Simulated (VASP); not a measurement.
## Zr3MoC: relaxation of cell and atoms with PBE

Crystal: Zr3MoC.

```xyz
5
Lattice="4.9425 0.0000 0.0000 0.0000 4.9425 0.0000 0.0000 0.0000 4.9425" Properties=species:S:1:pos:R:3 pbc="T T T"
Zr    2.4713    0.0000    0.0000
Zr    0.0000    2.4713    0.0000
Zr    0.0000    0.0000    2.4713
Mo    0.0000    0.0000    0.0000
C     2.4713    2.4713    2.4713
```

The cell was built by a generator and needn't be a form met in nature.

```
Program                : VASP 6.6.1
Task                   : relaxation of cell and atoms
Functional             : PBE
Potentials or basis    : VASP PAW PBE potentials, release 64 (Zr_sv, Mo_sv, C)
Cutoff                 : 600 eV
k mesh                 : 5 × 5 × 5
Occupations            : fermi-dirac, width 0.05 eV
Spin                   : no spin polarisation
Target pressure        : 2 GPa
Further INCAR settings : ALGO = Normal; EDIFF = 1e-06; IBRION = 2; EDIFFG = -0.005; NSW = 60; ISIF = 3
Target pressure        : 2 GPa
```

```yaml
Relaxed_volume: 23.85 Å³/atom
Relaxed_cell: a = 4.922 Å, b = 4.922 Å, c = 4.922 Å, α = 90.00°, β = 90.00°, γ = 90.00°
Space_group_after_relaxing_to_0.05_Å: Pm-3m (No. 221)
Energy_change_on_relaxing_the_enthalpy_is_what_falls: +2.8 meV/atom
Ionic_steps: 3
Pressure_after_relaxing: 2.0 GPa
Band_gap_on_the_k_mesh: none (metal or under the smearing width)
```

The path:
| step | energy change (eV) | largest force (eV/Å) | pressure (GPa) | volume (Å³) |
| --- | --- | --- | --- | --- |
| 1 | 0.0000 | 0.0000 | 0.98 | 120.74 |
| 2 | 0.0317 | 0.0000 | 2.85 | 118.06 |
| 3 | 0.0138 | 0.0000 | 2.00 | 119.25 |

Final structure:
```
Zr Mo C
1.0
     4.92218    0.00000    0.00000
     0.00000    4.92218    0.00000
     0.00000    0.00000    4.92218
Zr Mo C
3 1 1
Direct
  0.50000 0.00000 0.00000
  0.00000 0.50000 0.00000
  0.00000 0.00000 0.50000
  0.00000 0.00000 0.00000
  0.50000 0.50000 0.50000
```

Levels at points of the mesh, in eV from the Fermi level:
```csv
k point,band 23,band 24,band 25,band 26,band 27,band 28,band 29,band 30,band 31,band 32
"(0.00, 0.00, 0.00)",-3.08,-0.87,-0.87,-0.46,-0.44,-0.44,-0.44,1.80,1.80,1.80
```

Run time: 2.3 min on 1 thread of AMD EPYC 7R43 64-Core Processor (Zen 3), on a shared host, peak memory 0.24 GiB.

Caveat: the cell is relaxed towards a set pressure, so the enthalpy falls and the energy may rise.
